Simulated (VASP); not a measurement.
```
Cs
1.0
   -1.80736     1.80736     1.80736
    1.80736    -1.80736     1.80736
    1.80736     1.80736    -1.80736
Cs
1
Direct
  0.00000   0.00000   0.00000
```

The numbers are results of PBE GGA, VASP's PBE PAW potentials (set 64) (plane waves; VASP), not measurements. Run with 500 eV cut-off, 14×14×14 Γ-centred mesh, first-order Methfessel-Paxton smearing of 0.10 eV, potentials Cs_sv.

Unless said otherwise, spin-orbit coupling is left out, though it shifts the bands of the heavy elements here.

Predict the energy per atom (σ→0), pressure, band gap (on the k-mesh) with the smallest direct gap where there is one.

```yaml
band gap (on the k-mesh): none (metal, semimetal or under 0.01 eV)
energy per atom (σ→0): 2.046 eV/atom
pressure: 44.99 GPa
```

The absolute energy has meaning only against runs of the same code, potentials and settings.

The compound is Cs in the bcc structure. It was relaxed first under an external pressure of 45 GPa.
